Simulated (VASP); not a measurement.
Output of a VASP run:

File OSZICAR:
```
       N       E                     dE             d eps       ncg     rms          rms(c)
DAV:   1     0.235298348564E+02    0.23530E+02   -0.62779E+03   504   0.967E+02
DAV:   2    -0.316287127548E+02   -0.55159E+02   -0.50978E+02   724   0.169E+02
DAV:   3    -0.339758694139E+02   -0.23472E+01   -0.23394E+01   664   0.352E+01
DAV:   4    -0.339987992735E+02   -0.22930E-01   -0.22924E-01   624   0.404E+00
DAV:   5    -0.339991590961E+02   -0.35982E-03   -0.35979E-03   648   0.480E-01    0.134E+01
DAV:   6    -0.300918065885E+02    0.39074E+01   -0.10794E+01   600   0.213E+01    0.613E+00
DAV:   7    -0.299472017035E+02    0.14460E+00   -0.10944E+00   640   0.692E+00    0.263E+00
DAV:   8    -0.299309059759E+02    0.16296E-01   -0.53219E-02   580   0.169E+00    0.538E-01
DAV:   9    -0.299301712098E+02    0.73477E-03   -0.62203E-03   600   0.611E-01    0.132E-01
DAV:  10    -0.299304081984E+02   -0.23699E-03   -0.61970E-04   584   0.182E-01    0.515E-02
DAV:  11    -0.299304183878E+02   -0.10189E-04   -0.79782E-05   608   0.719E-02    0.120E-02
DAV:  12    -0.299304195735E+02   -0.11857E-05   -0.35801E-06   592   0.145E-02    0.242E-03
DAV:  13    -0.299304199018E+02   -0.32830E-06   -0.15048E-07   336   0.340E-03
   1 F= -.29930420E+02 E0= -.29930420E+02  d E =-.645394E-11
```

File OUTCAR:
```
------------------------ aborting loop because EDIFF is reached ----------------------------------------
  FORCE on cell =-STRESS in cart. coord.  units (eV):
  Direction    XX          YY          ZZ          XY          YZ          ZX
  --------------------------------------------------------------------------------------
  Total        4.4663118      4.4663113      4.2803577      0.0000000      0.0000000      0.0000000
  in kB      184.2038827    184.2038605    176.5345853      0.0000000      0.0000000      0.0000000
  external PRESSURE =     181.6474429 kB  Pullay stress =       0.0000000 kB
  volume of cell :       38.85
      direct lattice vectors                 reciprocal lattice vectors
     3.012040000  0.000000000  0.000000000     0.332000903  0.191680822  0.000000000
    -1.506020000  2.608503000  0.000000000     0.000000000  0.383361645  0.000000000
     0.000000000  0.000000000  4.944345000     0.000000000  0.000000000  0.202251259
  FREE ENERGIE OF THE ION-ELECTRON SYSTEM (eV)
  ---------------------------------------------------
  free  energy   TOTEN  =       -29.9304199018 eV

  energy  without entropy=      -29.9304199018  energy(sigma->0) =      -29.93041990
```
(Selected blocks of OUTCAR.)

File POSCAR:
```
SiC
1
    3.0120400000     0.0000000000     0.0000000000
   -1.5060200000     2.6085030000     0.0000000000
    0.0000000000     0.0000000000     4.9443450000
Si C
2 2
Direct
  0.3333330000   0.6666670000   0.4996000000
  0.6666670000   0.3333330000   0.9996000000
  0.3333330000   0.6666670000   0.8754000000
  0.6666670000   0.3333330000   0.3754000000
```

Question: Write an INCAR and KPOINTS that could have produced this output.

Answer: One answer among several that fit: the input of the run itself, PBE GGA, plane waves, VASP's PBE PAW potentials (set 64).

### INCAR
```
SYSTEM = SiC
PREC = Accurate; ENCUT = 400; LREAL = .False.
LASPH = .True.
EDIFF = 1E-6; NELM = 100; ALGO = Normal
ISMEAR = -1; SIGMA = 0.02
GGA = PE
ISIF = 2
LWAVE = .False.; LCHARG = .False.
```

KPOINTS:
```
Automatic mesh
0
Gamma
6 6 4
0 0 0
```

POTCAR, in this order: Si C (PBE.64 set). Program: vasp_std.

At this cut-off the stress carries a Pulay error, which pulls relaxed volumes low.

The structure comes from a computed database's SiC entry (P6_3mc); how it stands against other phases isn't given here. The cell was not relaxed at this level, and its volume differs by -5.9 % from the start's.
